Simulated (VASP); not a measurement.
An input for Ansatz (written as the equivalent of a VASP run, and not itself run):

Ansatz 0.2 input:
```yaml
crystal:
  lattice:
    - [0.0000000, 2.8214642, 2.8214642]
    - [2.8214642, 0.0000000, 2.8214642]
    - [2.8214642, 2.8214642, 0.0000000]
  atoms:
    - { symbol: Zn, position: [0.0000000, 0.0000000, 0.0000000] }
    - { symbol: Se, position: [0.2500000, 0.2500000, 0.2500000] }
kpoints:
  mp_grid: { grid: [8, 8, 8] }
hamiltonian:
  xc: pbesol
  pseudopotentials: { kind: paw }
scf:
  occupations: { method: gaussian, width: 0.05 }
  max_iter: 100
relax:
  max_steps: 40
  f_tol: 0.02
  cell: { p_target: 5 }
output: { forces: true, stress: true, eigenvalues: true }
```

Task: Translate this input to VASP (INCAR, KPOINTS, POSCAR, choice of POTCAR).

Result: One answer among several that fit: 
File KPOINTS:
```
kpoints
0
Gamma
8 8 8
```

**POSCAR**
```
ZnSe
1
    0.0000000000     2.8214641734     2.8214641734
    2.8214641734     0.0000000000     2.8214641734
    2.8214641734     2.8214641734     0.0000000000
Zn Se
1 1
Direct
  0.0000000000   0.0000000000   0.0000000000
  0.2500000000   0.2500000000   0.2500000000
```

### INCAR
```
ALGO = Normal
EDIFF = 1E-6
EDIFFG = -0.02
ENCUT = 500
GGA = PS
IBRION = 2
ISIF = 3
ISMEAR = 0
LASPH = .TRUE.
LCHARG = .FALSE.
LMAXMIX = 4
LREAL = .FALSE.
LWAVE = .FALSE.
NELM = 100
NSW = 40
PREC = Accurate
PSTRESS = 50
SIGMA = 0.05
SYSTEM = ZnSe
```

POTCAR, in this order: Zn Se (PBE.64 set). Program: vasp_std.

The two are equivalent in intent, not identical: each code has its own PAW files, so the cut-off isn't converted (ENCUT is set for VASP's; basis.ecutwfc is left out, and Ansatz then takes the one that its files recommend); Ansatz stops its SCF on the density residual and VASP on the energy change (EDIFF).

The structure was generated: ZnSe was put into the zinc blende type (F-43m), which need not be its known phase. This run relaxes it under an external pressure of 5 GPa. Symmetry was kept, so distortions that lower it aren't found.
